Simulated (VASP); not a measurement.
Output of a VASP run:

**OSZICAR**
```
       N       E                     dE             d eps       ncg     rms          rms(c)
DAV:   1    -0.651145284861E+04   -0.65115E+04   -0.18304E+04   232   0.120E+03
DAV:   2    -0.685651544951E+04   -0.34506E+03   -0.33582E+03   256   0.343E+02
DAV:   3    -0.689215743795E+04   -0.35642E+02   -0.34793E+02   292   0.128E+02
DAV:   4    -0.689346482355E+04   -0.13074E+01   -0.13020E+01   280   0.241E+01
DAV:   5    -0.251358540693E+02    0.68683E+04   -0.25811E+01   272   0.536E+01    0.724E+00
DAV:   6    -0.233307398385E+02    0.18051E+01   -0.48033E+00   244   0.118E+01    0.453E+00
DAV:   7    -0.236958188673E+02   -0.36508E+00   -0.20544E+00   264   0.545E+00    0.324E+00
DAV:   8    -0.236837021787E+02    0.12117E-01   -0.14236E-01   276   0.257E+00    0.193E+00
DAV:   9    -0.236678965152E+02    0.15806E-01   -0.10754E-01   296   0.158E+00    0.101E+00
DAV:  10    -0.236727486930E+02   -0.48522E-02   -0.27935E-02   260   0.732E-01    0.441E-01
DAV:  11    -0.236705145971E+02    0.22341E-02   -0.33901E-03   280   0.453E-01    0.243E-01
DAV:  12    -0.236709654901E+02   -0.45089E-03   -0.36791E-03   288   0.253E-01    0.123E-01
DAV:  13    -0.236709643108E+02    0.11794E-05   -0.26356E-04   272   0.110E-01    0.755E-02
DAV:  14    -0.236709409303E+02    0.23381E-04   -0.19268E-04   288   0.775E-02    0.419E-02
DAV:  15    -0.236709745523E+02   -0.33622E-04   -0.11385E-04   240   0.425E-02    0.298E-02
DAV:  16    -0.236709766433E+02   -0.20910E-05   -0.47886E-06   224   0.199E-02    0.191E-02
DAV:  17    -0.236709805793E+02   -0.39359E-05   -0.10537E-05   244   0.158E-02    0.127E-02
DAV:  18    -0.236709827866E+02   -0.22073E-05   -0.25313E-06   204   0.817E-03    0.915E-03
DAV:  19    -0.236709835261E+02   -0.73955E-06   -0.39274E-07   148   0.503E-03
   1 F= -.23670984E+02 E0= -.23670984E+02  d E =-.886654E-19
```

File OUTCAR:
```
------------------------ aborting loop because EDIFF is reached ----------------------------------------
  FORCE on cell =-STRESS in cart. coord.  units (eV):
  Direction    XX          YY          ZZ          XY          YZ          ZX
  --------------------------------------------------------------------------------------
  Total       -2.5735033     -2.5735030     -6.8845594      0.0000000      0.0000002      0.0000000
  in kB      -25.5090119    -25.5090094    -68.2409491      0.0000000      0.0000022      0.0000000
  external PRESSURE =     -39.7529902 kB  Pullay stress =       0.0000000 kB
  volume of cell :      161.64
      direct lattice vectors                 reciprocal lattice vectors
     2.140114000  1.235595000 10.187726000     0.233632414  0.134887744  0.032719115
    -2.140114000  1.235595000 10.187726000    -0.233632414  0.134887744  0.032719115
     0.000000000 -2.471191000 10.187726000     0.000000000 -0.269775487  0.032719102
 POSITION                                       TOTAL-FORCE (eV/Angst)
 -----------------------------------------------------------------------------------
      0.00000     -0.00000     12.17759         0.000000     -0.000000      0.664342
      0.00000     -0.00000     18.38559         0.000000      0.000000     -0.664342
      0.00000      0.00000      0.00000         0.000000     -0.000000      0.000000
      0.00000     -0.00000      6.59300         0.000000     -0.000000      1.416619
      0.00000     -0.00000     23.97018         0.000000      0.000000     -1.416619
 -----------------------------------------------------------------------------------
    total drift:                                0.000001      0.000008     -0.000019
  FREE ENERGIE OF THE ION-ELECTRON SYSTEM (eV)
  ---------------------------------------------------
  free  energy   TOTEN  =       -23.6709835261 eV

  energy  without entropy=      -23.6709835261  energy(sigma->0) =      -23.67098353

  exchange ACFDT corr.  =         0.00000000  see jH, gK, PRB 81, 115126
```
(Selected blocks of OUTCAR.)

File POSCAR:
```
Bi2Se3
1
    2.1401140000     1.2355950000    10.1877260000
   -2.1401140000     1.2355950000    10.1877260000
    0.0000000000    -2.4711910000    10.1877260000
Bi Se
2 3
Direct
  0.3984400000   0.3984400000   0.3984400000
  0.6015600000   0.6015600000   0.6015600000
  0.0000000000   0.0000000000   0.0000000000
  0.2157170000   0.2157170000   0.2157170000
  0.7842830000   0.7842830000   0.7842830000
```

Problem. Reconstruct the remaining input files.

Solution. This is not unique; one that fits is the input of the run itself, HSE06 screened hybrid, plane waves, VASP's PBE PAW potentials (set 64).

### INCAR
```
LWAVE = .FALSE.
LREAL = .FALSE.   ! projection in real space or not
SYSTEM = Bi2Se3
ISMEAR = 0   ! Gaussian
PRECFOCK = Fast
LHFCALC = .TRUE.
GGA = PE   ! PBE
EDIFF = 1E-6   ! SCF stop (eV)
ENCUT = 300   ! plane-wave cut-off (eV)
NELM = 100   ! most electronic steps
AEXX = 0.25
ALGO = Normal   ! blocked Davidson
LASPH = .TRUE.
ISIF = 2   ! forces and stress, cell fixed
PREC = Accurate
SIGMA = 0.05
HFSCREEN = 0.2   ! 1/Angstrom
LCHARG = .FALSE.
ISYM = 3
LMAXMIX = 4   ! l cut-off of mixed one-centre charges
```

### KPOINTS
```
K-points
0
gamma
 2 2 2
```

POTCAR, in this order: Bi_d Se (PBE.64 set). Program: vasp_std.

At this cut-off the stress carries a Pulay error, which pulls relaxed volumes low.

The structure comes from a computed database's Bi2Se3 entry; how it stands against other phases isn't given here. The cell was not relaxed at this level. The k-mesh is coarse (spacing up to 0.85 per Å, 2π included), so the numbers may not be converged in it. The run is one of a series of settings (KPOINTS 2×2×2 Γ-centred mesh against the base run), some of them coarse on purpose.
